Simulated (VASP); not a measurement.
Computed with PBE GGA, VASP's PBE PAW potentials (set 64) (plane waves; VASP 6.6.1).

A VASP calculation is set up with these files.

File POSCAR:
```
Er
1
    1.8156000000    -3.1447110000     0.0000000000
    1.8156000000     3.1447110000     0.0000000000
    0.0000000000     0.0000000000     5.7018000000
Er
2
Direct
  0.3333330000   0.6666670000   0.2500000000
  0.6666670000   0.3333330000   0.7500000000
```

### INCAR
```
! general
SYSTEM =Er
PREC   =Accurate
ENCUT  =400   ! plane-wave cut-off (eV)
LREAL  =.False.
LASPH  =.True.   ! aspherical one-centre terms

! electronic loop
EDIFF  =1E-2   ! SCF stop (eV)
NELM   =100
ALGO   =Normal   ! blocked Davidson
LMAXMIX=6   ! l cut-off of mixed one-centre charges

! smearing
ISMEAR =1
SIGMA  =0.1   ! width (eV)

! functional
GGA    =PE

! ions
ISIF   =2

! output
LWAVE  =.False.
LCHARG =.False.
```

**KPOINTS**
```
K-points
0
gamma
 10 10 6
```

POTCAR, in this order: Er_3 (PBE.64 set). Program: vasp_std.

The resulting files:

### OSZICAR
```
       N       E                     dE             d eps       ncg     rms          rms(c)
DAV:   1     0.418702932519E+02    0.41870E+02   -0.77370E+03  2455   0.115E+03
DAV:   2    -0.649077049651E+01   -0.48361E+02   -0.47185E+02  2424   0.494E+02
DAV:   3    -0.888242766092E+01   -0.23917E+01   -0.22306E+01  2624   0.581E+01
DAV:   4    -0.897510028313E+01   -0.92673E-01   -0.83776E-01  2625   0.101E+01
DAV:   5    -0.897910833333E+01   -0.40081E-02   -0.39887E-02  1649   0.177E+00    0.233E+01
DAV:   6    -0.896692477654E+01    0.12184E-01   -0.31958E-02  1878   0.375E+00    0.138E+01
DAV:   7    -0.897365396544E+01   -0.67292E-02   -0.89981E-02  2227   0.555E+00
   1 F= -.89736540E+01 E0= -.89748791E+01  d E =0.367551E-02
```

**OUTCAR**
```
------------------------ aborting loop because EDIFF is reached ----------------------------------------
  FORCE on cell =-STRESS in cart. coord.  units (eV):
  Direction    XX          YY          ZZ          XY          YZ          ZX
  --------------------------------------------------------------------------------------
  Total       -0.1969109     -0.1969109     -0.6563722      0.0000000      0.0000000      0.0000000
  in kB       -4.8454879     -4.8454865    -16.1516874      0.0000000      0.0000000      0.0000000
  external PRESSURE =      -8.6142206 kB  Pullay stress =       0.0000000 kB
  volume of cell :       65.11
      direct lattice vectors                 reciprocal lattice vectors
     1.815600000 -3.144711000  0.000000000     0.275391055 -0.158997122  0.000000000
     1.815600000  3.144711000  0.000000000     0.275391055  0.158997122  0.000000000
     0.000000000  0.000000000  5.701800000     0.000000000  0.000000000  0.175383212
 POSITION                                       TOTAL-FORCE (eV/Angst)
 -----------------------------------------------------------------------------------
      1.81560      1.04824      1.42545        -0.000000      0.000000      0.000000
      1.81560     -1.04824      4.27635         0.000000     -0.000000      0.000000
 -----------------------------------------------------------------------------------
    total drift:                                0.000003      0.000086     -0.000011
  FREE ENERGIE OF THE ION-ELECTRON SYSTEM (eV)
  ---------------------------------------------------
  free  energy   TOTEN  =        -8.9736539654 eV

  energy  without entropy=       -8.9773294730  energy(sigma->0) =       -8.97487913
```
(Selected blocks of OUTCAR.)

The 4f electrons are frozen in the core of the lanthanide potential, so 4f levels, which can set the real gap, and their magnetism are missing.

The compound is Er in the hcp structure. The cell was not relaxed at this level. The run is one of a series of settings (EDIFF = 1E-2 against the base run), some of them coarse on purpose.
